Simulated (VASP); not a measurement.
# Sr2CaCoO6 (Fm-3m) in VASP: further runs

The runs below take Sr2CaCoO6 through single point, with r2SCAN, PBEsol.

Program: VASP 6.6.1. These are calculated values, not measurements. Logs are shortened: lines on timing, memory, paths and dates and some standing lists are left out, and cuts for length are marked.

## (1) The structure

The structure is cubic, space group Fm-3m (No. 225). Conventional cell: a = 7.984 Å, b = 7.984 Å, c = 7.984 Å, α = 90.00°, β = 90.00°, γ = 90.00°. Around Ca (site symmetry m-3m) lie 6 O at 2.00 Å. Sr (site symmetry -43m) is surrounded by 12 O at 2.82 Å. O (site symmetry 4mm) has 1 Ca at 2.00 Å and 1 Co at 2.00 Å as nearest neighbours. Co (site symmetry m-3m) has 6 O at 2.00 Å as nearest neighbours.

The cell was built by a generator and needn't be a form met in nature.

## (2) Single point, r2SCAN

The input, POSCAR:

```
Sr2CaCoO6
1.0
    0.0000000000      3.9921990000      3.9921990000
    3.9921990000      0.0000000000      3.9921990000
    3.9921990000      3.9921990000      0.0000000000
Ca Sr O Co
1 2 6 1
Direct
    0.0000000000      0.0000000000      0.0000000000
    0.2500000000      0.2500000000      0.2500000000
    0.7500000000      0.7500000000      0.7500000000
    0.7500000000      0.2500000000      0.2500000000
    0.2500000000      0.7500000000      0.2500000000
    0.2500000000      0.7500000000      0.7500000000
    0.7500000000      0.2500000000      0.7500000000
    0.2500000000      0.2500000000      0.7500000000
    0.7500000000      0.7500000000      0.2500000000
    0.5000000000      0.5000000000      0.5000000000
```

The input, INCAR.step1:

```
PREC = Accurate
ENCUT = 520
ISMEAR = 0
SIGMA = 0.0503
LREAL = F
LASPH = T
NELM = 60
NBANDS = 48
GGA = PE
ALGO = Normal
EDIFF = 1E-4
LWAVE = T
LCHARG = F
```

The input, INCAR.step2:

```
PREC = Accurate
ENCUT = 520
EDIFF = 1E-7
ISMEAR = 0
SIGMA = 0.0503
LREAL = F
LASPH = T
NELM = 60
ALGO = Normal
ISIF = 2
LWAVE = F
LCHARG = F
METAGGA = R2SCAN
LMIXTAU = T
NBANDS = 48
ISTART = 1
```

The input, KPOINTS:

```
regular mesh
0
Gamma
  4 4 4
```

Potentials or basis: VASP PAW PBE potentials, release 64 (Ca_sv, Sr_sv, O, Co).

Command:

```
> cat potpaw_PBE.64/Ca_sv/POTCAR potpaw_PBE.64/Sr_sv/POTCAR potpaw_PBE.64/O/POTCAR potpaw_PBE.64/Co/POTCAR > POTCAR
> cp INCAR.step1 INCAR
> mpirun -np 1 vasp_std > vasp.out
> cp INCAR.step2 INCAR
> mpirun -np 1 vasp_std > vasp.out
```

OUTCAR:

```text
PREC = Accurate
   ENCUT = 520
   EDIFF = 1E-7
   ISMEAR = 0
   LREAL = F
   LASPH = T
   NELM = 60
   ISIF = 2
   METAGGA = R2SCAN
   ISTART = 1

 ion  position               nearest neighbor table
   1  0.000  0.000  0.000-   4 2.00   5 2.00   6 2.00   7 2.00   8 2.00   9 2.00   2 3.46   3 3.46
                             3 3.46   3 3.46   3 3.46   2 3.46   2 3.46   2 3.46
   2  0.250  0.250  0.250-   4 2.82   5 2.82   8 2.82   6 2.82   7 2.82   8 2.82   5 2.82   6 2.82
                             9 2.82   4 2.82   7 2.82   9 2.82  10 3.46   1 3.46   1 3.46  10 3.46
   3  0.750  0.750  0.750-   6 2.82   7 2.82   9 2.82   4 2.82   5 2.82   9 2.82   4 2.82   7 2.82
                             8 2.82   5 2.82   6 2.82   8 2.82  10 3.46   1 3.46  10 3.46  10 3.46
   4  0.750  0.250  0.250-   1 2.00  10 2.00   2 2.82   3 2.82   3 2.82   2 2.82
   5  0.250  0.750  0.250-   1 2.00  10 2.00   2 2.82   3 2.82   2 2.82   3 2.82
   6  0.250  0.750  0.750-   1 2.00  10 2.00   3 2.82   2 2.82   2 2.82   3 2.82
   7  0.750  0.250  0.750-   1 2.00  10 2.00   3 2.82   2 2.82   3 2.82   2 2.82
   8  0.250  0.250  0.750-   1 2.00  10 2.00   2 2.82   2 2.82   3 2.82   3 2.82
   9  0.750  0.750  0.250-   1 2.00  10 2.00   3 2.82   3 2.82   2 2.82   2 2.82
  10  0.500  0.500  0.500-   4 2.00   5 2.00   6 2.00   7 2.00   8 2.00   9 2.00   2 3.46   3 3.46
                             2 3.46   2 3.46   2 3.46   3 3.46   3 3.46   3 3.46

  LATTYP: Found a face centered cubic cell.
 ALAT       =     7.9843980000

  Lattice vectors:

 A1 = (   0.0000000000,   3.9921990000,   3.9921990000)
 A2 = (   3.9921990000,   0.0000000000,   3.9921990000)
 A3 = (   3.9921990000,   3.9921990000,   0.0000000000)

Analysis of symmetry for initial positions (statically):
=====================================================================
 Subroutine PRICEL returns:
 Original cell was already a primitive cell.

 Routine SETGRP: Setting up the symmetry group for a
 face centered cubic supercell.

 Subroutine GETGRP returns: Found 48 space group operations
 (whereof 48 operations were pure point group operations)
 out of a pool of 48 trial point group operations.

The static configuration has the point symmetry O_h .

Analysis of symmetry for dynamics (positions and initial velocities):
=====================================================================
 Subroutine PRICEL returns:
 Original cell was already a primitive cell.

 Routine SETGRP: Setting up the symmetry group for a
 face centered cubic supercell.

 Subroutine GETGRP returns: Found 48 space group operations
 (whereof 48 operations were pure point group operations)
 out of a pool of 48 trial point group operations.

The dynamic configuration has the point symmetry O_h .

 Subroutine INISYM returns: Found 48 space group operations
 (whereof 48 operations are pure point group operations),
 and found     1 'primitive' translations

----------------------------------------------------------------------------------------

                                     Primitive cell

  volume of cell :     127.2526

  direct lattice vectors                    reciprocal lattice vectors
     0.000000000  3.992199000  3.992199000    -0.125244258  0.125244258  0.125244258
     3.992199000  0.000000000  3.992199000     0.125244258 -0.125244258  0.125244258
     3.992199000  3.992199000  0.000000000     0.125244258  0.125244258 -0.125244258

  length of vectors
     5.645821969  5.645821969  5.645821969     0.216929418  0.216929418  0.216929418

  position of ions in fractional coordinates (direct lattice)
     0.000000000  0.000000000  0.000000000
     0.250000000  0.250000000  0.250000000
     0.750000000  0.750000000  0.750000000
     0.750000000  0.250000000  0.250000000
     0.250000000  0.750000000  0.250000000
     0.250000000  0.750000000  0.750000000
     0.750000000  0.250000000  0.750000000
     0.250000000  0.250000000  0.750000000
     0.750000000  0.750000000  0.250000000
     0.500000000  0.500000000  0.500000000

  ion indices of the primitive-cell ions
   primitive index   ion index
                 1           1
                 2           2
                 3           3
                 4           4
                 5           5
                 6           6
                 7           7
                 8           8
                 9           9
                10          10

----------------------------------------------------------------------------------------

 KPOINTS: regular mesh

Automatic generation of k-mesh.
 Grid dimensions read from file:
 generate k-points for:    4    4    4

 Generating k-lattice:

  Cartesian coordinates                     Fractional coordinates (reciprocal lattice)
    -0.031311064  0.031311064  0.031311064     0.250000000  0.000000000  0.000000000
     0.031311064 -0.031311064  0.031311064     0.000000000  0.250000000  0.000000000
     0.031311064  0.031311064 -0.031311064     0.000000000  0.000000000  0.250000000

  Length of vectors
     0.054232354  0.054232354  0.054232354

  Shift w.r.t. Gamma in fractional coordinates (k-lattice)
     0.000000000  0.000000000  0.000000000

 Subroutine IBZKPT returns following result:
 ===========================================

 Found      8 irreducible k-points:

 Following reciprocal coordinates:
            Coordinates               Weight
  0.000000  0.000000  0.000000      1.000000
  0.250000  0.000000  0.000000      8.000000
  0.500000  0.000000  0.000000      4.000000
  0.250000  0.250000  0.000000      6.000000
  0.500000  0.250000  0.000000     24.000000
 -0.250000  0.250000  0.000000     12.000000
  0.500000  0.500000  0.000000      3.000000
 -0.250000  0.500000  0.250000      6.000000
   k-points           NKPTS =      8   k-points in BZ     NKDIM =      8   number of bands    NBANDS=     48
   number of dos      NEDOS =    301   number of ions     NIONS =     10
   total plane-waves  NPLWV =  74088
   dimension x,y,z NGX =    42 NGY =   42 NGZ =   42
   dimension x,y,z NGXF=    84 NGYF=   84 NGZF=   84
   ions per type =               1   2   6   1
   NGX,Y,Z   is equivalent  to a cutoff of  12.37, 12.37, 12.37 a.u.
   NGXF,Y,Z  is equivalent  to a cutoff of  24.73, 24.73, 24.73 a.u.
 SYSTEM =  unknown system
   PREC   = accura    normal or accurate (medium, high low for compatibility)
   ISTART =      1    job   : 0-new  1-cont  2-samecut
   ICHARG =      0    charge: 1-file 2-atom 10-const
   ISPIN  =      1    spin polarized calculation?
   LNONCOLLINEAR =      F non collinear calculations
   LSORBIT =      F    spin-orbit coupling
   LASPH  =      T    aspherical Exc in radial PAW
   ENCUT  =  520.0 eV  38.22 Ry    6.18 a.u.  10.50 10.50 10.50*2*pi/ulx,y,z
   NELM   =     60;   NELMIN=  2; NELMDL=  0     # of ELM steps
   EDIFF  = 0.1E-06   stopping-criterion for ELM
   LREAL  =      F    real-space projection
   EDIFFG = 0.1E-05   stopping-criterion for IOM
   NSW    =      0    number of steps for IOM
   IBRION =     -1    ionic relax: 0-MD 1-quasi-New 2-CG
   NFREE  =      0    steps in history (QN), initial steepest desc. (CG)
   ISIF   =      2    stress and relaxation
   ISYM   =      2    0-nonsym 1-usesym 2-fastsym
   POTIM  = 0.5000    time-step for ionic-motion
   TEBEG  =    0.0;   TEEND  =   0.0 temperature during run
   PSTRESS=    0.0 pullay stress
   NELECT =      75.0000    total number of electrons
   NUPDOWN=      -1.0000    fix difference up-down
   EMIN   =  10.00;   EMAX   =-10.00  energy-range for DOS
   EFERMI =   0.00;   METHOD = LEGACY
   ISMEAR =     0;   SIGMA  =   0.05  broadening in eV -4-tet -1-fermi 0-gaus
   EFERMI_NEDOS =   21; number of points for ismear=-14 and -15
   IALGO  =     38    algorithm
   IMIX   =      4    mixing-type and parameters
     AMIX     =   0.40;   BMIX     =  1.00
     AMIX_MAG =   1.60;   BMIX_MAG =  1.00
  volume/ion in A,a.u.               =      12.73        85.87
  Fermi-wavevector in a.u.,A,eV,Ry     =   1.372587  2.593812 25.633292  1.883994
  Thomas-Fermi vector in A             =   2.498180
   LORBIT       =      0    0 simple, 1 ext, 2 COOP (PROOUT), +10 PAW based schemes
   METAGGA = R2SCAN    functional components
   LHFCALC =     F    Hartree Fock is set to
   AEXX    =    0.0000 exact exchange contribution
   IVDW    =     0    specifies the selected vdW correction
   LEPSILON=     F    determine dielectric tensor
   LRPA    =     F    only Hartree local field effects (RPA)
 non-spin polarized calculation
 Gauss-broadening in eV      SIGMA  =   0.05
  energy-cutoff  :      520.00
  volume of cell :      127.25
 maximum number of plane-waves:      3479
 NGX is ok and might be reduce to    42
   NGX = 21   NGY = 21   NGZ = 21

 number of electron      75.0000045 magnetization

 Free energy of the ion-electron system (eV)
  ---------------------------------------------------
  ext. energy  EPLUGINS =         0.00000000
  ---------------------------------------------------
  free energy    TOTEN  =      -104.03003325 eV

  energy without entropy =     -103.99704501  energy(sigma->0) =     -104.01353913

 E-fermi :   2.0066     XC(G=0): -11.4462

 val. band max:        1.9942416621   @ k =   0.0000   0.0000   0.0000
 cond. band min:       2.0123334421   @ k =  -0.2500   0.5000   0.2500
 fundamental gap:      0.0180917800
 Fermi energy:         2.0065733824

 k-point     1 :       0.0000    0.0000    0.0000
  band No.  band energies     occupation
      1     -34.6671      2.00000
      2     -31.7369      2.00000
      3     -31.6967      2.00000
      4     -17.0700      2.00000
      5     -17.0700      2.00000
      6     -17.0700      2.00000
[... 40 lines left out ...]
     47       9.9011      0.00000
     48      10.1575      0.00000
[... 355 lines left out ...]
     47      11.1430      0.00000
     48      11.3215      0.00000

------------------------ aborting loop because EDIFF is reached ----------------------------------------

  FORCE on cell =-STRESS in cart. coord.  units (eV):
  Direction    XX          YY          ZZ          XY          YZ          ZX
  --------------------------------------------------------------------------------------
  -------------------------------------------------------------------------------------
  Total        2.4256400      2.4256400      2.4256400     -0.0000000      0.0000000      0.0000000
  in kB       30.5400959     30.5400959     30.5400959     -0.0000000      0.0000000      0.0000000
  external PRESSURE =      30.5400959 kB  Pullay stress =       0.0000000 kB

 VOLUME and BASIS-vectors are now :
 -----------------------------------------------------------------------------
  energy-cutoff  :      520.00
  volume of cell :      127.25
      direct lattice vectors                 reciprocal lattice vectors
     0.000000000  3.992199000  3.992199000    -0.125244258  0.125244258  0.125244258
     3.992199000  0.000000000  3.992199000     0.125244258 -0.125244258  0.125244258
     3.992199000  3.992199000  0.000000000     0.125244258  0.125244258 -0.125244258

 POSITION                                       TOTAL-FORCE (eV/Angst)
 -----------------------------------------------------------------------------------
      0.00000      0.00000      0.00000        -0.000000      0.000000      0.000000
      1.99610      1.99610      1.99610        -0.000000      0.000000      0.000000
      5.98830      5.98830      5.98830         0.000000      0.000000      0.000000
      1.99610      3.99220      3.99220         5.190498      0.000000      0.000000
      3.99220      1.99610      3.99220        -0.000000      5.190498      0.000000
      5.98830      3.99220      3.99220        -5.190498      0.000000      0.000000
      3.99220      5.98830      3.99220        -0.000000     -5.190498      0.000000
      3.99220      3.99220      1.99610        -0.000000      0.000000      5.190498
      3.99220      3.99220      5.98830        -0.000000      0.000000     -5.190498
      3.99220      3.99220      3.99220        -0.000000      0.000000      0.000000
 -----------------------------------------------------------------------------------
    total drift:                                0.000000      0.000000      0.000000

  FREE ENERGIE OF THE ION-ELECTRON SYSTEM (eV)
  ---------------------------------------------------
  free  energy   TOTEN  =      -104.0300332513 eV

  energy  without entropy=     -103.9970450084  energy(sigma->0) =     -104.01353913
```

Run time: 3.6 min. Hardware: 1 thread of Intel Xeon Platinum 8559C (Emerald Rapids), shared host; peak memory 0.31 GiB.

Results:

* Free energy: -104.0300 eV
* Pressure: 3.1 GPa
* Band gap on the k mesh: none (metal or under the smearing width)

Levels at points of the mesh, in eV from the Fermi level:
```csv
k point,band 34,band 35,band 36,band 37,band 38,band 39
"(0.00, 0.00, 0.00)",-0.01,-0.01,-0.01,0.14,0.14,0.14
"(0.50, 0.00, 0.00)",-0.52,-0.41,-0.41,-0.39,-0.23,-0.23
"(0.50, 0.50, 0.00)",-0.76,-0.24,-0.24,0.06,0.13,0.13
```

Caveat: the PAW data sets were made with another functional, which shifts forces and pressure a little; an odd number of electrons without spin polarisation forces a metal; a magnetic or distorted state may lie lower; the run has no spin polarisation, though such a crystal can be magnetic; semilocal functionals often make such compounds metallic where correlation or magnetic order opens a gap, which also shifts bond lengths.

## (3) Single point, r2SCAN

POSCAR is that of step 2.

The input, INCAR.step1:

```
PREC     = Accurate       # precision mode
ENCUT    = 520            # plane-wave cutoff, eV
ISMEAR   = 0              # smearing method
SIGMA    = 0.0503         # smearing width, eV
LREAL    = False          # projectors in reciprocal space
LASPH    = True           # aspherical terms in the spheres
NELM     = 80             # most SCF steps
NBANDS   = 48             # bands
GGA      = PE             # functional
ALGO     = Normal         # electronic algorithm
EDIFF    = 1E-4           # SCF threshold, eV
LWAVE    = True           # write WAVECAR
LCHARG   = False          # write CHGCAR
```

The input, INCAR.step2:

```
PREC     = Accurate       # precision mode
ENCUT    = 520            # plane-wave cutoff, eV
EDIFF    = 1E-6           # SCF threshold, eV
ISMEAR   = 0              # smearing method
SIGMA    = 0.0503         # smearing width, eV
LREAL    = False          # projectors in reciprocal space
LASPH    = True           # aspherical terms in the spheres
NELM     = 80             # most SCF steps
ALGO     = Normal         # electronic algorithm
ISIF     = 2              # what is computed and relaxed
LWAVE    = False          # write WAVECAR
LCHARG   = False          # write CHGCAR
METAGGA  = R2SCAN         # meta-GGA
LMIXTAU  = True         
NBANDS   = 48             # bands
ISTART   = 1
```

The input, KPOINTS:

```
Automatic mesh
0
Gamma
  4 4 4
```

Potentials or basis: VASP PAW PBE potentials, release 64 (Ca_sv, Sr_sv, O, Co).

Command:

```
> cat potpaw_PBE.64/Ca_sv/POTCAR potpaw_PBE.64/Sr_sv/POTCAR potpaw_PBE.64/O/POTCAR potpaw_PBE.64/Co/POTCAR > POTCAR
> cp INCAR.step1 INCAR
> mpirun -np 1 vasp_std > vasp.out
> cp INCAR.step2 INCAR
> mpirun -np 1 vasp_std > vasp.out
```

It took 3.3 min on 1 thread of Intel Xeon Platinum 8559C (Emerald Rapids), shared host; peak memory 0.31 GiB.

It converged, with:

| Property | Result |
| --- | --- |
| Free energy | -104.0300 eV |
| Pressure | 3.1 GPa |
| Band gap on the k mesh | none (metal or under the smearing width) |

Levels at points of the mesh, in eV from the Fermi level:
```tsv
k point	band 34	band 35	band 36	band 37	band 38	band 39
(0.00, 0.00, 0.00)	-0.01	-0.01	-0.01	0.14	0.14	0.14
(0.50, 0.00, 0.00)	-0.52	-0.41	-0.41	-0.39	-0.23	-0.23
(0.50, 0.50, 0.00)	-0.76	-0.24	-0.24	0.06	0.13	0.13
```

Caveat: the PAW data sets were made with another functional, which shifts forces and pressure a little; an odd number of electrons without spin polarisation forces a metal; a magnetic or distorted state may lie lower; the run has no spin polarisation, though such a crystal can be magnetic; semilocal functionals often make such compounds metallic where correlation or magnetic order opens a gap, which also shifts bond lengths. With open d or f shells a metallic result of r2SCAN can be an artefact of self-interaction; +U or a hybrid may open a gap.

## (4) Single point, PBEsol

The input, INCAR:

```
SYSTEM = Sr2CaCoO6
ALGO = Normal ; EDIFF = 1E-6
ENCUT = 520 ; GGA = PS
ISIF = 2 ; ISMEAR = 0
LASPH = .TRUE. ; LCHARG = .FALSE.
LREAL = .FALSE. ; LWAVE = .FALSE.
NBANDS = 48 ; NELM = 80
PREC = Accurate ; SIGMA = 0.0503
```

The input, KPOINTS:

```
k-points
0
G
  4 4 4
  0 0 0
```

POSCAR is that of step 3.

Command:

```
> cat potpaw_PBE.64/Ca_sv/POTCAR potpaw_PBE.64/Sr_sv/POTCAR potpaw_PBE.64/O/POTCAR potpaw_PBE.64/Co/POTCAR > POTCAR
> mpirun -np 1 vasp_std > vasp.out
```

Run time: 65 s. Hardware: 1 thread of Intel Xeon Platinum 8559C (Emerald Rapids), shared host; peak memory 0.28 GiB.

The run converged. Its results:

* Free energy: -61.7984 eV
* Pressure: 0.2 GPa
* Band gap on the k mesh: none (metal or under the smearing width)

Levels at points of the mesh, in eV from the Fermi level:
| k point | band 35 | band 36 | band 37 | band 38 | band 39 | band 40 |
| --- | --- | --- | --- | --- | --- | --- |
| (0.00, 0.00, 0.00) | -0.08 | -0.08 | 0.13 | 0.13 | 0.13 | 1.31 |
| (0.50, 0.00, 0.00) | -0.41 | -0.41 | -0.39 | -0.22 | -0.22 | 2.16 |
| (0.50, 0.50, 0.00) | -0.32 | -0.32 | 0.05 | 0.15 | 0.15 | 1.31 |

Caveat: the PAW data sets were made with another functional, which shifts forces and pressure a little; an odd number of electrons without spin polarisation forces a metal; a magnetic or distorted state may lie lower; the run has no spin polarisation, though such a crystal can be magnetic; semilocal functionals often make such compounds metallic where correlation or magnetic order opens a gap, which also shifts bond lengths. Spin polarisation is off, so any magnetic state and its effect on volume and gap are missing.
